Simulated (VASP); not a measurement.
Here is a VASP 6.6.1 calculation.

Contents of INCAR:

```
ALGO = Fast
EDIFF = 1E-7
EDIFFG = -0.03
ENCUT = 520
GGA = PE
IBRION = 2
ISIF = 2
ISMEAR = -1
LASPH = True
LCHARG = False
LREAL = False
LWAVE = False
NELM = 80
NSW = 80
PREC = Accurate
SIGMA = 0.1
```

KPOINTS

```
k-points
0
Gamma
  8 8 5
```

File POSCAR:

```
ZnPd5Cl
1.0
    3.9910830000      0.0000000000      0.0000000000
    0.0000000000      3.9910830000      0.0000000000
    0.0000000000      0.0000000000      7.0097440000
Pd Zn Cl
5 1 1
Direct
    0.5000000000      0.0000000000      0.7262000000
    0.0000000000      0.5000000000      0.7262000000
    0.5000000000      0.0000000000      0.2738000000
    0.0000000000      0.5000000000      0.2738000000
    0.0000000000      0.0000000000      0.0000000000
    0.5000000000      0.5000000000      0.0000000000
    0.0000000000      0.0000000000      0.5000000000
```

Potentials or basis: VASP PAW PBE potentials, release 64 (Pd, Zn, Cl).

Run with:

```bash
$ cat potpaw_PBE.64/Pd/POTCAR potpaw_PBE.64/Zn/POTCAR potpaw_PBE.64/Cl/POTCAR > POTCAR
$ mpirun -np 1 vasp_std > vasp.out
```

What does it give for the band gap on the k mesh?

None (metal or under the smearing width).

What does it give for the energy gained by relaxing?

19.3 meV/atom.

Stress tensor (GPa, compression positive):
```
2.80 0.00 0.00
0.00 2.80 0.00
0.00 0.00 6.03
```

Caveat: an odd number of electrons without spin polarisation forces a metal; a magnetic or distorted state may lie lower.
